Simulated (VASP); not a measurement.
Output of a VASP run:

### OSZICAR
```
       N       E                     dE             d eps       ncg     rms          rms(c)
DAV:   1     0.864213171518E+02    0.86421E+02   -0.64579E+03   840   0.781E+02
DAV:   2    -0.115552981886E+02   -0.97977E+02   -0.92367E+02   912   0.195E+02
DAV:   3    -0.173000660210E+02   -0.57448E+01   -0.56579E+01  1080   0.535E+01
DAV:   4    -0.173821493977E+02   -0.82083E-01   -0.81936E-01   984   0.724E+00
DAV:   5    -0.173834224867E+02   -0.12731E-02   -0.12731E-02  1104   0.817E-01    0.164E+01
DAV:   6    -0.264844016884E+02   -0.91010E+01   -0.34232E+01  1016   0.118E+02    0.385E+01
DAV:   7    -0.157348878754E+02    0.10750E+02   -0.16656E+01  1048   0.928E+01    0.498E+00
DAV:   8    -0.158934951918E+02   -0.15861E+00   -0.21878E+00  1224   0.143E+01    0.311E+00
DAV:   9    -0.158764529117E+02    0.17042E-01   -0.16091E-01  1072   0.483E+00    0.144E+00
DAV:  10    -0.158737267478E+02    0.27262E-02   -0.94031E-03  1256   0.126E+00    0.516E-01
DAV:  11    -0.158753186955E+02   -0.15919E-02   -0.59587E-03  1016   0.660E-01    0.283E-01
DAV:  12    -0.158752652147E+02    0.53481E-04   -0.11103E-03  1184   0.389E-01    0.803E-02
DAV:  13    -0.158752591041E+02    0.61107E-05   -0.12263E-04  1112   0.121E-01    0.211E-02
DAV:  14    -0.158752619721E+02   -0.28680E-05   -0.11227E-05  1088   0.391E-02    0.954E-03
DAV:  15    -0.158752631365E+02   -0.11644E-05   -0.18419E-06   856   0.116E-02    0.335E-03
DAV:  16    -0.158752633339E+02   -0.19740E-06   -0.31165E-07   608   0.555E-03
   1 F= -.15875263E+02 E0= -.15858601E+02  d E =-.333246E-01  mag=     1.9763
```

### OUTCAR
```
------------------------ aborting loop because EDIFF is reached ----------------------------------------
  FORCE on cell =-STRESS in cart. coord.  units (eV):
  Direction    XX          YY          ZZ          XY          YZ          ZX
  --------------------------------------------------------------------------------------
  Total        2.0378321      2.0378319      1.9859343      0.0000000     -0.0000001      0.0000000
  in kB       62.0659064     62.0658993     60.4852640      0.0000000     -0.0000033      0.0000000
  external PRESSURE =      61.5390232 kB  Pullay stress =       0.0000000 kB
  volume of cell :       52.60
      direct lattice vectors                 reciprocal lattice vectors
     1.577026000  0.910496000  6.106011000     0.317052477  0.183050344  0.054591024
    -1.577026000  0.910496000  6.106011000    -0.317052477  0.183050344  0.054591024
     0.000000000 -1.820993000  6.106011000     0.000000000 -0.366100687  0.054590994
 POSITION                                       TOTAL-FORCE (eV/Angst)
 -----------------------------------------------------------------------------------
      0.00000      0.00000      0.00000         0.000000     -0.000000      0.058009
      0.00000     -0.00000     13.78066         0.000000     -0.000000      0.057332
      0.00000     -0.00000     10.64278         0.000000      0.000000     -0.115342
 -----------------------------------------------------------------------------------
    total drift:                                0.000000      0.000002      0.000334
  FREE ENERGIE OF THE ION-ELECTRON SYSTEM (eV)
  ---------------------------------------------------
  free  energy   TOTEN  =       -15.8752633339 eV

  energy  without entropy=      -15.8419387340  energy(sigma->0) =      -15.85860103

 total charge

# of ion       s       p       d       tot
------------------------------------------
    1        0.397   0.521   6.349   7.268
    2        1.501   2.240   0.068   3.808
    3        1.503   2.236   0.068   3.807
--------------------------------------------------
tot          3.401   4.997   6.485  14.883

 magnetization (x)

# of ion       s       p       d       tot
------------------------------------------
    1        0.022   0.013   2.005   2.040
    2        0.007  -0.064   0.001  -0.055
    3        0.008  -0.070   0.002  -0.060
--------------------------------------------------
tot          0.037  -0.121   2.008   1.925
```
(Selected blocks of OUTCAR.)

### POSCAR
```
FeSe2
1
    1.5770260000     0.9104960000     6.1060110000
   -1.5770260000     0.9104960000     6.1060110000
    0.0000000000    -1.8209930000     6.1060110000
Fe Se
1 2
Direct
  0.0000000000   0.0000000000   0.0000000000
  0.7523000000   0.7523000000   0.7523000000
  0.5810000000   0.5810000000   0.5810000000
```

Question: Reconstruct the remaining input files.

Answer: One answer among several that fit: the input of the run itself, PBE GGA, plane waves, VASP's PBE PAW potentials (set 64).

**KPOINTS**
```
Automatic
0
gamma
4 4 4
0 0 0
```

**INCAR**
```
# general
SYSTEM  = FeSe2
PREC    = Accurate
ENCUT   = 300
LREAL   = F
LASPH   = T

# electronic loop
EDIFF   = 1E-6
NELM    = 100
ALGO    = Normal
LMAXMIX = 4

# smearing
ISMEAR  = -1
SIGMA   = 0.1

# functional
GGA     = PE

# spin
ISPIN   = 2
MAGMOM  = 4.0 2*0.0

# ions
ISIF    = 2

# output
LWAVE   = F
LCHARG  = F
LORBIT  = 11
```

POTCAR, in this order: Fe Se (PBE.64 set). Program: vasp_std.

At this cut-off the stress carries a Pulay error, which pulls relaxed volumes low. The moments were started parallel, and other spin orders were not tried in this run.

The structure was generated: FeSe2 was put into an ordered model structure, which need not be its known phase. The cell was not relaxed at this level. The k-mesh is coarse (spacing up to 0.58 per Å, 2π included), so the numbers may not be converged in it.
